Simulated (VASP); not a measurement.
Data:

```xyz
4
Lattice="2.1114 -3.6571 0.0000 2.1114 3.6571 0.0000 0.0000 0.0000 6.8544" Properties=species:S:1:pos:R:3 pbc="T T T"
Cd     2.1114    -1.2190     3.4272
Cd     2.1114     1.2190     0.0000
S      2.1114    -1.2190     6.0113
S      2.1114     1.2190     2.5841
```

These are PBE GGA, VASP's PBE PAW potentials (set 64) (plane waves; VASP) values and carry that method's errors. Numerical set-up: 400 eV cut-off, 6×6×3 Γ-centred mesh, Gaussian smearing of 0.050 eV, potentials Cd S.

### Question
Estimate the energy per atom (σ→0), band gap (on the k-mesh) with the smallest direct gap where there is one.

### Answer

- band gap (on the k-mesh): 1.07 eV
- smallest direct gap (on the k-mesh): 1.07 eV
- energy per atom (σ→0): -3.072 eV/atom

The absolute energy has meaning only against runs of the same code, potentials and settings.

The compound is CdS in the wurtzite structure. The cell was not relaxed at this level.
